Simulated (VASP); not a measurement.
An input for Ansatz (written as the equivalent of a VASP run, and not itself run):

Ansatz 0.2 input:
```yaml
crystal:
  lattice:
    - [0.0000000, 2.2300000, 2.2300000]
    - [2.2300000, 0.0000000, 2.2300000]
    - [2.2300000, 2.2300000, 0.0000000]
  atoms:
    - { symbol: Ta, position: [0.0000000, 0.0000000, 0.0000000] }
    - { symbol: C, position: [0.5000000, 0.5000000, 0.5000000] }
kpoints:
  mp_grid: { grid: [13, 13, 13] }
hamiltonian:
  xc: pbesol
  pseudopotentials: { kind: paw }
scf:
  occupations: { method: methfessel_paxton, width: 0.1 }
  max_iter: 100
relax:
  max_steps: 60
  f_tol: 0.01
  cell: {}
output: { forces: true, stress: true, eigenvalues: true }
```

Translate this input to VASP (INCAR, KPOINTS, POSCAR, choice of POTCAR).

This is not unique; one that fits is 
**INCAR**
```
! general
SYSTEM  = TaC
PREC    = Accurate
ENCUT   = 520   ! plane-wave cut-off (eV)
LREAL   = .FALSE.   ! projection in real space or not
LASPH   = .TRUE.   ! aspherical one-centre terms

! electronic loop
EDIFF   = 1E-6   ! SCF stop (eV)
NELM    = 100   ! most electronic steps
ALGO    = Normal
LMAXMIX = 6

! smearing
ISMEAR  = 1   ! Methfessel-Paxton
SIGMA   = 0.1   ! width (eV)

! functional
GGA     = PS   ! PBEsol

! ions
IBRION  = 2
NSW     = 60   ! most ionic steps
ISIF    = 3   ! ions, shape and volume
EDIFFG  = -0.01   ! ionic stop

! output
LWAVE   = .FALSE.
LCHARG  = .FALSE.
```

### POSCAR
```
TaC
1
    0.0000000000     2.2300000000     2.2300000000
    2.2300000000     0.0000000000     2.2300000000
    2.2300000000     2.2300000000     0.0000000000
Ta C
1 1
Direct
  0.0000000000   0.0000000000   0.0000000000
  0.5000000000   0.5000000000   0.5000000000
```

### KPOINTS
```
Automatic mesh
0
Gamma
13 13 13
0 0 0
```

POTCAR, in this order: Ta_pv C (PBE.64 set). Program: vasp_std.

What does not carry over: each code has its own PAW files, so the cut-off isn't converted (ENCUT is set for VASP's; basis.ecutwfc is left out, and Ansatz then takes the one that its files recommend); Ansatz stops its SCF on the density residual and VASP on the energy change (EDIFF).

The compound is TaC in the rock salt structure. This run relaxes it. Symmetry was kept, so distortions that lower it aren't found.
